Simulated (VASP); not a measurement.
VASP input:

File KPOINTS:
```
Automatic mesh
0
Gamma
6 6 6
0 0 0
```

**POSCAR**
```
Nb3Sn
1
    5.3123692862     0.0000000000     0.0000000000
   -0.0000000000     5.3123692862     0.0000000000
    0.0000000000     0.0000000000     5.3123692862
Nb Sn
6 2
Direct
  0.2500000000   0.0000000000   0.5000000000
  0.5000000000   0.2500000000   0.0000000000
  0.5000000000   0.7500000000   0.0000000000
  0.7500000000   0.0000000000   0.5000000000
  0.0000000000   0.5000000000   0.7500000000
  0.0000000000   0.5000000000   0.2500000000
  0.5000000000   0.5000000000   0.5000000000
  0.0000000000   0.0000000000   0.0000000000
```

INCAR:
```
SYSTEM = Nb3Sn
PREC = Accurate; ENCUT = 500; LREAL = .False.
LASPH = .True.
EDIFF = 1E-6; NELM = 100; ALGO = Normal
LMAXMIX = 4
ISMEAR = 1; SIGMA = 0.1
GGA = PE
IBRION = 2; NSW = 40; ISIF = 3
EDIFFG = -0.02
LWAVE = .False.; LCHARG = .False.
```

POTCAR, in this order: Nb_sv Sn_d (PBE.64 set). Program: vasp_std.

Question: Write an equivalent input for Quantum ESPRESSO's pw.x.

Answer: One equivalent input (not run):
```
&CONTROL
  calculation = 'vc-relax'
  pseudo_dir = './pseudo'
  outdir = './out'
  tprnfor = .true.
  tstress = .true.
  nstep = 40
  forc_conv_thr = 0.00078
/
&SYSTEM
  ibrav = 0
  nat = 8
  ntyp = 2
  ecutwfc = 82
  occupations = 'smearing'
  smearing = 'methfessel-paxton'
  degauss = 0.00735
  input_dft = 'pbe'
/
&ELECTRONS
  conv_thr = 7.3e-08
  electron_maxstep = 100
/
&IONS
/
&CELL
/
ATOMIC_SPECIES
  Nb 92.906 Nb.upf
  Sn 118.710 Sn.upf
CELL_PARAMETERS angstrom
     5.3123693    0.0000000    0.0000000
    -0.0000000    5.3123693    0.0000000
     0.0000000    0.0000000    5.3123693
ATOMIC_POSITIONS crystal
  Nb   0.2500000  0.0000000  0.5000000
  Nb   0.5000000  0.2500000  0.0000000
  Nb   0.5000000  0.7500000  0.0000000
  Nb   0.7500000  0.0000000  0.5000000
  Nb   0.0000000  0.5000000  0.7500000
  Nb   0.0000000  0.5000000  0.2500000
  Sn   0.5000000  0.5000000  0.5000000
  Sn   0.0000000  0.0000000  0.0000000
K_POINTS automatic
  6 6 6 0 0 0
```
The two are equivalent in intent, not identical: the potentials are each code's own (VASP's PAW set, PseudoDojo norm-conserving files in pw.x), so ENCUT and ecutwfc are chosen apart and not converted; conv_thr bounds pw.x's estimated SCF error, while EDIFF bounds the energy change between steps; forc_conv_thr acts on force components and is met together with etot_conv_thr.

The compound is Nb3Sn in the A15 structure. This run relaxes it. Symmetry was kept, so distortions that lower it aren't found.
